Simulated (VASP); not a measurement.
```
BaGaSnH
1.0
    4.50065     0.00000     0.00000
   -2.25032     3.89767     0.00000
    0.00000     0.00000     5.10773
Ba Ga Sn H
1 1 1 1
Direct
  0.33333   0.66667   0.99899
  0.00000   0.00000   0.41900
  0.66667   0.33333   0.54173
  0.00000   0.00000   0.08398
```

These are LDA (Ceperley-Alder, Perdew-Zunger), VASP's LDA PAW potentials (set 64) (plane waves; VASP 6.6.1) values and carry that method's errors. Settings: 400 eV cut-off, Gaussian smearing of 0.050 eV, potentials Ba_sv Ga_d Sn_d H.

Unless said otherwise, spin-orbit coupling is left out, though it shifts the bands of the heavy elements here.

**Question.** Give the energies of bands 15 to 22 at the high-symmetry points, in eV from the valence-band maximum.

**Answer.** 
```json
[
 {"band": "15", "Γ": "-9.60", "M": "-7.41", "K": "-6.88", "A": "-8.66", "L": "-7.90", "H": "-7.11"},
 {"band": "16", "Γ": "-4.46", "M": "-6.73", "K": "-6.79", "A": "-5.73", "L": "-6.02", "H": "-7.05"},
 {"band": "17", "Γ": "-1.15", "M": "-3.20", "K": "-3.39", "A": "-0.04", "L": "-3.74", "H": "-3.57"},
 {"band": "18", "Γ": "-0.72", "M": "-1.33", "K": "-2.81", "A": "-0.04", "L": "-1.97", "H": "-2.38"},
 {"band": "19", "Γ": "-0.72", "M": "-0.73", "K": "-0.85", "A": "0.00", "L": "-1.16", "H": "-0.83"},
 {"band": "20", "Γ": "0.58", "M": "0.50", "K": "0.78", "A": "0.31", "L": "1.64", "H": "2.98"},
 {"band": "21", "Γ": "3.29", "M": "1.87", "K": "2.58", "A": "1.28", "L": "3.39", "H": "3.61"},
 {"band": "22", "Γ": "3.29", "M": "2.76", "K": "3.35", "A": "1.28", "L": "4.06", "H": "3.65"}
]
```

The gap is direct, 0.31 eV, from the valence maximum at A to the conduction minimum at A.

The structure comes from a computed database's BaGaSnH entry (P3m1); how it stands against other phases isn't given here. It was relaxed first, which changed the volume by -10 %.
